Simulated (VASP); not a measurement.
Level of theory: MS2 meta-GGA, VASP's PBE PAW potentials (set 64) (plane waves; VASP 6.6.1).

The input files of a VASP run:

**INCAR**
```
NELM = 100
LCHARG = .False.
LMIXTAU = .True.
NSW = 60
ISIF = 3
SIGMA = 0.05
LASPH = .True.   # aspherical one-centre terms
METAGGA = MS2
PREC = Accurate
LREAL = .False.   # projection in real space or not
EDIFF = 1E-6   # SCF stop (eV)
ALGO = Normal
EDIFFG = -0.02
ENCUT = 520
LWAVE = .False.
ISMEAR = 0   # Gaussian
SYSTEM = C
IBRION = 2   # conjugate gradients
```

**KPOINTS**
```
Automatic mesh
0
G
 9 9 3
0 0 0
```

**POSCAR**
```
C
1.0
  1.2307166181  -2.1316632181   0.0000000000
  1.2307166181   2.1316632181   0.0000000000
  0.0000000000   0.0000000000   7.1929605768
C
4
Cart
  0.0000000000   0.0000000000   1.7982401442
  0.0000000000   0.0000000000   5.3947204326
  1.2307166181   0.7105558271   1.7982401442
  1.2307166181  -0.7105558271   5.3947204326
```

POTCAR, in this order: C (PBE.64 set). Program: vasp_std.

Question: What will the output report for the number of irreducible k-points (NKPTS), largest plane-wave count, number of space-group operations, FFT grid (NGX, NGY, NGZ)?

Answer: 
| Quantity | Value |
|---|---|
| number of irreducible k-points (NKPTS) | 24 |
| largest plane-wave count | 1038 |
| number of space-group operations | 24 |
| FFT grid (NGX, NGY, NGZ) | 18 × 18 × 54 |

The compound is C in the graphite structure. This run relaxes it. Symmetry was kept, so distortions that lower it aren't found. The k-mesh is coarse (spacing up to 0.33 per Å, 2π included), so the numbers may not be converged in it.
